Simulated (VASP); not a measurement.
CaS (rock salt): the band gap from VASP (plane waves, PAW) at several levels of theory. Gaps are without spin-orbit coupling. Each level names its cell: its own relaxed one, PBE's, or the starting one. A gap is the smallest over the k-mesh and a band path; hybrids may have named points in place of the path, and GW has the mesh alone.  The mesh is coarse and the basis finite, so the quasiparticle values are not converged.

```tsv
level	band gap (eV)	error against measurement (eV)
LDA (own cell)	1.97	-2.46
PBE (own cell)	2.38	-2.05
PBEsol (own cell)	2.16	-2.27
RPBE (own cell)	2.58	-1.85
AM05 (own cell)	2.24	-2.19
PBE-D3 (zero damping) (own cell)	2.33	-2.10
PBE-D3(BJ) (own cell)	2.29	-2.14
PBE-D4 (own cell)	2.32	-2.11
optB88-vdW (own cell)	2.36	-2.07
optB86b-vdW (own cell)	2.30	-2.13
rev-vdW-DF2 (own cell)	2.27	-2.16
vdW-DF-cx (own cell)	2.27	-2.16
HSE06 (PBE cell)	3.45	-0.98
PBE0 (PBE cell)	4.13	-0.30
B3LYP (PBE cell)	3.88	-0.55
G0W0@PBE (starting cell)	4.18	-0.25
evGW0@PBE (starting cell)	4.58	+0.15
```

Measured: 4.43 eV (as given by David Waroquiers et al., Physical Review B (2013), arXiv:1302.6756).

The cell of the LDA (own cell) run:

Space group Fm-3m (No. 225); a = 5.5712 Å, b = 5.5712 Å, c = 5.5712 Å, α = 90.00°, β = 90.00°, γ = 90.00°

| atom | site | symmetry | x | y | z |
|---|---|---|---|---|---|
| Ca | 4a | m-3m | 0.0000 | 0.0000 | 0.0000 |
| S | 4b | m-3m | 0.5000 | 0.5000 | 0.5000 |
(The calculation used a cell of 2 atoms; values per cell refer to that cell.)

Only levels that ran to the end are used. Left out are those held back, those with too coarse a band path, GW runs whose mesh misses a band edge, hybrids' fits of cells that aren't cubic and levels without matching references; a question may draw on a part of the rest.

The compound is CaS in the rock salt structure.
